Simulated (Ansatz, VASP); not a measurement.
# SiO2 (Cristobalite): VASP beside Ansatz

Wanted: the spread between two codes on one cell, functional and k mesh. The cell is taken from a series of runs on this material, whose earlier steps may have relaxed, scaled, displaced or heated it; both programs get it as it stands.

Program: Ansatz 0.2.0. Level of theory: plane waves, with VASP 6.6.1 beside it; zone-centre phonons at LDA. Results are calculated unless marked as measured.

### Step 1. The starting structure

The structure is tetragonal, space group P4_12_12 (No. 92). Conventional cell: a = 4.885 Å, b = 4.885 Å, c = 6.754 Å, α = 90.00°, β = 90.00°, γ = 90.00°. O has 2 Si at 1.61 Å nearest. Nearest to Si lie 4 O at 1.61 Å. Farther neighbours and most contacts between anions are not listed.

Coordinates:

```
O Si
1.0
     4.88456    0.00000    0.00000
     0.00000    4.88456    0.00000
     0.00000    0.00000    6.75353
O Si
8 4
Direct
  0.23449 0.12631 0.18959
  0.37369 0.73449 0.43959
  0.76551 0.87369 0.68959
  0.62631 0.26551 0.93959
  0.73449 0.37369 0.56041
  0.87369 0.76551 0.31041
  0.26551 0.62631 0.06041
  0.12631 0.23449 0.81041
  0.31100 0.31100 0.00000
  0.18900 0.81100 0.25000
  0.68900 0.68900 0.50000
  0.81100 0.18900 0.75000
```

### Step 2. VASP: zone-centre phonons, LDA

Second derivatives magnify differences that forces hide, and they need a tight electronic threshold.

Lines of VASP's logs that name or quote its potential files are left out, and so is its time.

File INCAR:

```
SYSTEM = SiO2
PREC = Accurate
ENCUT = 600
EDIFF = 1E-08
NELM = 120
ISMEAR = 0
SIGMA = 0.01
LREAL = .FALSE.
ALGO = Normal
GGA = PW92
NBANDS = 44
LORBIT = 11
LWAVE = .FALSE.
LCHARG = .FALSE.
ISIF = 2
IBRION = 8
LEPSILON = .TRUE.
LASPH = .TRUE.
GGA_COMPAT = .FALSE.
EFERMI = MIDGAP
KPAR = 2
```

File POSCAR:

```
SiO2
1.0
    4.8845639075      0.0000000000      0.0000000000
    0.0000000000      4.8845639075      0.0000000000
    0.0000000000      0.0000000000      6.7535271966
O Si
8 4
Direct
    0.2344948333      0.1263141718      0.1895924471
    0.3736858282      0.7344948333      0.4395924471
    0.7655051667      0.8736858282      0.6895924471
    0.6263141718      0.2655051667      0.9395924471
    0.7344948333      0.3736858282      0.5604075529
    0.8736858282      0.7655051667      0.3104075529
    0.2655051667      0.6263141718      0.0604075529
    0.1263141718      0.2344948333      0.8104075529
    0.3109987805      0.3109987805      0.0000000000
    0.1890012195      0.8109987805      0.2500000000
    0.6890012195      0.6890012195      0.5000000000
    0.8109987805      0.1890012195      0.7500000000
```

File KPOINTS:

```
Automatic mesh
0
Gamma
4 4 4
0 0 0
```

PAW data sets: O and Si (LDA family, release 64).

The run is started by

```
mpirun -np 2 vasp_std
```

Numbers of over 12 decimals in the logs are rounded to 6 here.

Output:

```text
[banner, memory and clock lines left out]
running    2 mpi-ranks, on    1 nodes
 distrk:  each k-point on    1 cores,    2 groups
 distr:  one band on    1 cores,    1 groups

 POSCAR found type information on POSCAR O Si
 POSCAR found :  2 types and      12 ions
|                                                                             |
|               ----> ADVICE to this user running VASP <----                  |
|                                                                             |
|     You enforced a specific xc type in the INCAR file but a different       |
|     [... a line on the potential file left out ...]
|     I HOPE YOU KNOW WHAT YOU ARE DOING!                                     |
|                                                                             |

 LDA part: xc-table for (Slater(with rela. corr.)+PW92), standard interpolation
 POSCAR, INCAR and KPOINTS ok, starting setup
 FFT: planning ... GRIDC
 FFT: planning ... GRID_SOFT
 FFT: planning ... GRID
 WAVECAR not read
 entering main loop
       N       E                     dE             d eps       ncg     rms          rms(c)
DAV:   1     0.413312551647E+03    0.41331E+03   -0.35804E+04  1584   0.149E+03
DAV:   2    -0.869659168537E+02   -0.50028E+03   -0.48552E+03  2020   0.329E+02
DAV:   3    -0.116893484477E+03   -0.29928E+02   -0.29789E+02  1936   0.840E+01
DAV:   4    -0.117280159024E+03   -0.38667E+00   -0.38598E+00  1976   0.105E+01
DAV:   5    -0.117286707559E+03   -0.65485E-02   -0.65449E-02  1936   0.134E+00    0.301E+01
DAV:   6    -0.104231893165E+03    0.13055E+02   -0.50102E+01  1860   0.326E+01    0.151E+01
DAV:   7    -0.104016217231E+03    0.21568E+00   -0.14025E+00  1844   0.510E+00    0.523E+00
DAV:   8    -0.103898274893E+03    0.11794E+00   -0.75574E-02  1940   0.167E+00    0.201E+00
DAV:   9    -0.103878442327E+03    0.19833E-01   -0.27989E-02  2000   0.103E+00    0.301E-01
DAV:  10    -0.103879157435E+03   -0.71511E-03   -0.31806E-03  1892   0.279E-01    0.112E-01
DAV:  11    -0.103879082258E+03    0.75177E-04   -0.69306E-04  1908   0.138E-01    0.185E-02
DAV:  12    -0.103879085506E+03   -0.32482E-05   -0.22847E-05  1872   0.214E-02    0.833E-03
DAV:  13    -0.103879085608E+03   -0.10205E-06   -0.59631E-06  1924   0.115E-02    0.352E-03
DAV:  14    -0.103879085745E+03   -0.13715E-06   -0.16875E-07  1936   0.223E-03    0.855E-04
DAV:  15    -0.103879085758E+03   -0.12468E-07   -0.22320E-08  1408   0.744E-04    0.352E-04
DAV:  16    -0.103879085756E+03    0.16371E-08   -0.26635E-09  1156   0.283E-04
   1 F= -.10387909E+03 E0= -.10387909E+03  d E =0.000000E+00
 Linear response reoptimize wavefunctions to high precision
DAV:   1    -0.103879085756E+03   -0.18190E-09   -0.37200E-09  1036   0.297E-04
DAV:   2    -0.103879085756E+03    0.45475E-11   -0.27565E-10  1008   0.870E-05
 Linear response G [H, r] |phi>, progress :
  Direction:   1
       N       E                     dE             d eps       ncg     rms
RMM:   1    -0.244215819823E+03   -0.24422E+03    0.22218E+02  3663   0.964E+01
RMM:   2    -0.226962578994E+03    0.17253E+02   -0.14875E+01  2732   0.187E+01
RMM:   3    -0.227088854423E+03   -0.12628E+00   -0.28459E-01  2856   0.231E+00
RMM:   4    -0.227093837850E+03   -0.49834E-02   -0.71782E-03  2979   0.368E-01
RMM:   5    -0.227093968493E+03   -0.13064E-03   -0.38788E-04  3002   0.688E-02
RMM:   6    -0.227093973065E+03   -0.45718E-05   -0.72873E-05  3053   0.169E-02
RMM:   7    -0.227093975611E+03   -0.25462E-05   -0.86028E-05  3135   0.870E-03
RMM:   8    -0.227093972803E+03    0.28079E-05   -0.76331E-05  3133   0.738E-03
RMM:   9    -0.227093971983E+03    0.82013E-06   -0.18900E-04  3027   0.722E-03
RMM:  10    -0.227093973120E+03   -0.11364E-05   -0.64569E-05  2908   0.720E-03
RMM:  11    -0.227093973388E+03   -0.26844E-06   -0.17282E-04  2888   0.725E-03
 Linear response G [H, r] |phi>, progress :
  Direction:   2
       N       E                     dE             d eps       ncg     rms
RMM:   1    -0.242033631071E+03   -0.24203E+03    0.24238E+02  3589   0.962E+01
RMM:   2    -0.231975319669E+03    0.10058E+02   -0.13133E+01  2735   0.180E+01
RMM:   3    -0.232087936927E+03   -0.11262E+00   -0.23073E-01  2822   0.215E+00
RMM:   4    -0.232092457103E+03   -0.45202E-02   -0.65184E-03  2952   0.353E-01
RMM:   5    -0.232092565519E+03   -0.10842E-03   -0.37173E-04  3006   0.634E-02
RMM:   6    -0.232092565767E+03   -0.24853E-06   -0.73720E-05  3065   0.156E-02
RMM:   7    -0.232092566751E+03   -0.98336E-06   -0.73140E-05  3131   0.808E-03
RMM:   8    -0.232092563464E+03    0.32867E-05   -0.47671E-05  3131   0.694E-03
RMM:   9    -0.232092561854E+03    0.16102E-05   -0.11157E-04  3006   0.679E-03
RMM:  10    -0.232092562701E+03   -0.84721E-06   -0.77683E-05  2888   0.677E-03
RMM:  11    -0.232092562812E+03   -0.11092E-06   -0.42958E-04  2895   0.682E-03
[...]
RMM:   7    -0.645185320940E+00   -0.38205E-03   -0.24760E-04  2980   0.428E-02    0.659E-03
RMM:   8    -0.645419887574E+00   -0.23457E-03   -0.29239E-06  2915   0.641E-03    0.208E-03
RMM:   9    -0.645438293714E+00   -0.18406E-04    0.76347E-06  3008   0.198E-03    0.795E-04
RMM:  10    -0.645429476219E+00    0.88175E-05    0.10952E-05  3013   0.833E-04    0.544E-04
RMM:  11    -0.645434619153E+00   -0.51429E-05    0.14472E-05  3001   0.752E-04    0.505E-05
[...]
RMM:  11    -0.370415581116E+00    0.43703E-07    0.39410E-08  6037   0.143E-04    0.146E-05
RMM:  12    -0.370415686685E+00   -0.10557E-06    0.60168E-08  6077   0.132E-04    0.547E-06
RMM:  13    -0.370415664033E+00    0.22651E-07    0.13813E-07  6269   0.128E-04    0.245E-06
RMM:  14    -0.370415677184E+00   -0.13151E-07    0.16127E-08  6214   0.126E-04    0.993E-07
RMM:  15    -0.370415667805E+00    0.93798E-08    0.12789E-09  6242   0.125E-04    0.436E-07
 first order change of Fermi-energy  -0.14111E+00
 force on displaced ion       1 direction 2 :  -8.102 -42.078  21.231
 Born effective charge ion    1 direction 2 :  -0.178  -2.243   0.719
 Linear response progress:
  Degree of freedom:   3/  5
       N       E                     dE             d eps       ncg     rms          rms(c)
RMM:   1    -0.377883884322E+00   -0.37788E+00    0.34794E-01  6265   0.270E+00
RMM:   2    -0.368451099835E+00    0.94328E-02   -0.10374E-02  5283   0.449E-01    0.309E-01
RMM:   3    -0.368920177498E+00   -0.46908E-03   -0.25155E-03  5683   0.198E-01    0.166E-01
RMM:   4    -0.370509037037E+00   -0.15889E-02   -0.13345E-03  5436   0.140E-01    0.468E-02
RMM:   5    -0.370730910174E+00   -0.22187E-03   -0.10050E-04  5952   0.355E-02    0.204E-02
RMM:   6    -0.370559343495E+00    0.17157E-03   -0.25435E-05  5934   0.172E-02    0.359E-03
RMM:   7    -0.370603958488E+00   -0.44615E-04    0.26255E-06  6022   0.448E-03    0.156E-03
RMM:   8    -0.370594795929E+00    0.91626E-05    0.27945E-06  6032   0.144E-03    0.571E-04
RMM:   9    -0.370591369579E+00    0.34263E-05    0.41857E-07  5978   0.524E-04    0.295E-04
RMM:  10    -0.370592641753E+00   -0.12722E-05    0.90970E-07  5981   0.329E-04    0.669E-05
RMM:  11    -0.370592714663E+00   -0.72911E-07    0.42692E-07  6017   0.159E-04    0.286E-05
RMM:  12    -0.370592823400E+00   -0.10874E-06    0.44496E-07  6068   0.128E-04    0.853E-06
RMM:  13    -0.370592805544E+00    0.17857E-07    0.47394E-07  6275   0.116E-04    0.287E-06
RMM:  14    -0.370592819055E+00   -0.13511E-07    0.43690E-07  6199   0.114E-04    0.104E-06
RMM:  15    -0.370592812961E+00    0.60932E-08    0.45145E-07  6253   0.113E-04    0.627E-07
RMM:  16    -0.370592814489E+00   -0.15276E-08    0.39689E-07  6141   0.112E-04    0.280E-07
RMM:  17    -0.370592813528E+00    0.96131E-09    0.42734E-07  6234   0.112E-04    0.154E-07
RMM:  18    -0.370592813881E+00   -0.35329E-09    0.37215E-07  6349   0.111E-04    0.131E-07
RMM:  19    -0.370592812772E+00    0.11095E-08    0.33366E-07  6437   0.111E-04    0.779E-08
 first order change of Fermi-energy  -0.53747E-01
 force on displaced ion       1 direction 3 :   6.829  21.232 -26.562
 Born effective charge ion    1 direction 3 :   0.081   0.722  -1.617
 Linear response progress:
  Degree of freedom:   4/  5
       N       E                     dE             d eps       ncg     rms          rms(c)
RMM:   1    -0.485249535177E-01   -0.48525E-01   -0.24277E-02  9323   0.134E+00
RMM:   2    -0.259168720340E-01    0.22608E-01   -0.54364E-03  5583   0.396E-01    0.280E-01
RMM:   3    -0.252705581507E-01    0.64631E-03   -0.14444E-03  5837   0.124E-01    0.154E-01
RMM:   4    -0.249050541038E-01    0.36550E-03   -0.75854E-04  5969   0.761E-02    0.345E-02
RMM:   5    -0.248442723343E-01    0.60782E-04   -0.14620E-04  5971   0.197E-02    0.973E-03
RMM:   6    -0.248144614961E-01    0.29811E-04   -0.32615E-05  5898   0.110E-02    0.229E-03
RMM:   7    -0.248119937125E-01    0.24678E-05    0.12342E-05  6000   0.266E-03    0.120E-03
RMM:   8    -0.248154018733E-01   -0.34082E-05   -0.21616E-06  5937   0.123E-03    0.267E-04
RMM:   9    -0.248154321875E-01   -0.30314E-07   -0.16158E-06  5985   0.278E-04    0.160E-04
RMM:  10    -0.248153697015E-01    0.62486E-07    0.36096E-07  5990   0.178E-04    0.400E-05
RMM:  11    -0.248154831435E-01   -0.11344E-06   -0.65781E-07  6023   0.783E-05    0.160E-05
RMM:  12    -0.248154161197E-01    0.67024E-07   -0.16553E-07  6102   0.541E-05    0.618E-06
RMM:  13    -0.248154369439E-01   -0.20824E-07   -0.40117E-07  6225   0.456E-05    0.202E-06
RMM:  14    -0.248154387694E-01   -0.18255E-08   -0.51202E-07  6076   0.443E-05    0.605E-07
RMM:  15    -0.248154383397E-01    0.42970E-09   -0.48260E-07  5979   0.436E-05    0.322E-07
RMM:  16    -0.248154266046E-01    0.11735E-07   -0.37767E-07  5960   0.432E-05    0.127E-07
RMM:  17    -0.248154326205E-01   -0.60159E-08   -0.43635E-07  6027   0.430E-05    0.572E-08
 first order change of Fermi-energy   0.54728E-01
 force on displaced ion       9 direction 1 : -45.886   0.226   1.649
 Born effective charge ion    9 direction 1 :   3.309   0.026  -0.364
 Linear response progress:
  Degree of freedom:   5/  5
       N       E                     dE             d eps       ncg     rms          rms(c)
RMM:   1    -0.547781443014E-01   -0.54778E-01   -0.57004E-02  9387   0.138E+00
RMM:   2    -0.278231938366E-01    0.26955E-01   -0.46544E-03  5563   0.415E-01    0.293E-01
RMM:   3    -0.269532395884E-01    0.86995E-03   -0.11853E-03  5895   0.131E-01    0.164E-01
RMM:   4    -0.264668001792E-01    0.48644E-03   -0.14771E-03  6035   0.974E-02    0.345E-02
RMM:   5    -0.263669343912E-01    0.99866E-04   -0.34939E-04  6004   0.243E-02    0.132E-02
RMM:   6    -0.263192275829E-01    0.47707E-04   -0.73674E-05  5929   0.156E-02    0.365E-03
RMM:   7    -0.263163397898E-01    0.28878E-05   -0.57123E-06  6027   0.413E-03    0.211E-03
RMM:   8    -0.263200148251E-01   -0.36750E-05   -0.77591E-06  5992   0.207E-03    0.413E-04
RMM:   9    -0.263193965781E-01    0.61825E-06   -0.18860E-07  5987   0.427E-04    0.235E-04
RMM:  10    -0.263197609015E-01   -0.36432E-06   -0.56124E-07  5969   0.210E-04    0.617E-05
RMM:  11    -0.263197807127E-01   -0.19811E-07   -0.32076E-07  6068   0.831E-05    0.233E-05
RMM:  12    -0.263197111717E-01    0.69541E-07   -0.14540E-07  6102   0.573E-05    0.100E-05
RMM:  13    -0.263196866117E-01    0.24560E-07    0.76874E-08  6099   0.460E-05    0.364E-06
RMM:  14    -0.263196538389E-01    0.32773E-07    0.36744E-07  6102   0.429E-05    0.174E-06
RMM:  15    -0.263196840534E-01   -0.30215E-07    0.23769E-08  6117   0.418E-05    0.898E-07
RMM:  16    -0.263196780446E-01    0.60088E-08    0.38890E-08  5959   0.411E-05    0.225E-07
 first order change of Fermi-energy   0.31752E-05
 force on displaced ion       9 direction 3 :   1.674  -1.675 -50.788
 Born effective charge ion    9 direction 3 :   0.179  -0.179   3.234
 Born effective charges drift removed
 Linear response finished
```

(Continued in part 2 of 3.)

[Lines on the potential files, build, host, timing and source positions are cut from VASP's logs without a mark.]

[Logs are printed without paths, hosts, clocks, repeated set-up lines and the standing remarks that a program may print on its own settings, such as how far it seeks lower states.]

[Hosts, paths, dates, database ids (printed as entryN), source tags and the programs' standing remarks are cut or masked in the printed files.]
